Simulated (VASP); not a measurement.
MgO (rock salt) is relaxed at rising pressure, each step from the one before. Symmetry mostly holds the structure type, and other phases were not tried. The mesh follows the cell, and a change of mesh leaves a small step in the series.

Data:

```
MgO
1.0
    0.00000     2.12345     2.12345
    2.12345     0.00000     2.12345
    2.12345     2.12345     0.00000
Mg O
1 1
Direct
  0.00000   0.00000   0.00000
  0.50000   0.50000   0.50000
```

The numbers are results of PBE GGA, VASP's PBE PAW potentials (set 64) (plane waves; VASP 6.6.1), not measurements. Numerical set-up: 620 eV cut-off, 11×11×11 Γ-centred mesh, Gaussian smearing of 0.050 eV, potentials Mg O.

```
P (GPa)  V (Å³/atom)  H − H(0) (eV/atom)  space group  gap on the mesh (eV)    k-mesh
-------  -----------  ------------------  -----------  --------------------  --------
0               9.57               0.000        Fm-3m                  4.49  11×11×11
5                ___                 ___        Fm-3m                  4.81  11×11×11
10              9.02               0.580        Fm-3m                  5.08  11×11×11
20               ___                 ___        Fm-3m                  5.57  11×11×11
30              8.27               1.658        Fm-3m                  6.01  11×11×11
45              7.86               2.414        Fm-3m                  6.60  11×11×11
```

### Question
Complete the blanks.

### Answer

- 5, V (Å³/atom): 9.27
- 5, H − H(0) (eV/atom): 0.294
- 20, V (Å³/atom): 8.60
- 20, H − H(0) (eV/atom): 1.131

Pressures at which the relaxation failed are left out.

The compound is MgO in the rock salt structure.
